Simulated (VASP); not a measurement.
Data:

```
TlAs
1.0
    0.00000     2.89097     2.89097
    2.89097     0.00000     2.89097
    2.89097     2.89097     0.00000
Tl As
1 1
Direct
  0.00000   0.00000   0.00000
  0.50000   0.50000   0.50000
```

All values below come from PBEsol GGA, VASP's PBE PAW potentials (set 64) (plane waves; VASP). Numerical set-up: 400 eV cut-off, 12×12×12 Γ-centred mesh, tetrahedra with Blöchl corrections, potentials Tl_d As.

The job: TlAs (relaxed from the rock salt structure, space group Fm-3m), 2 atoms, PBEsol, static run, 400 eV, 12×12×12 Γ-centred mesh. Roughly how much core time does it take on a busy server core?

About 20 core-seconds (one run on a shared machine, a rough figure). It had 72 irreducible k-points, 13 bands, up to 899 plane waves and 15 electronic steps.

The structure was generated: TlAs was put into the rock salt type (Fm-3m), which need not be its known phase. It was relaxed first.
